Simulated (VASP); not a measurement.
Here is a VASP 6.6.1 calculation.

File INCAR:

```
SYSTEM = Pt
PREC = Accurate
ENCUT = 520
EDIFF = 1E-6
ISMEAR = 1
SIGMA = 0.1
LREAL = .False.
LASPH = .True.
NELM = 60
ALGO = Normal
ISIF = 2
LWAVE = .False.
LCHARG = .False.
GGA = PS
ICORELEVEL = 1
```

KPOINTS

```
Automatic mesh
0
Gamma
  13 13 13
  0 0 0
```

POSCAR

```
Pt
1.0
    0.0000000000      1.9609000000      1.9609000000
    1.9609000000      0.0000000000      1.9609000000
    1.9609000000      1.9609000000      0.0000000000
Pt
1
Direct
    0.0000000000      0.0000000000      0.0000000000
```

Potentials or basis: VASP PAW PBE potentials, release 64 (Pt).

Launch:

```console
$ cat potpaw_PBE.64/Pt/POTCAR > POTCAR
$ mpirun -np 1 vasp_std > vasp.out
```

Problem. What does it give for the pressure?

Solution. -1.4 GPa.

Problem. Predict the band gap on the k mesh.

Solution. None (metal or under the smearing width).

Core levels (eV, on the scale of the bands):
| atom | levels |
| --- | --- |
| 1 Pt | 1s -78387.3, 2s -13757.0, 2p -11917.3, 3s -3220.9, 3p -2685.4, 3d -2105.7, 4s -681.2, 4p -505.6, 4d -292.7, 4f -56.1, 5s -87.5, 5p -41.6 |

Caveat: the PAW data sets were made with another functional, which shifts forces and pressure a little. Spin-orbit coupling is left out, which matters for the levels of Pt.
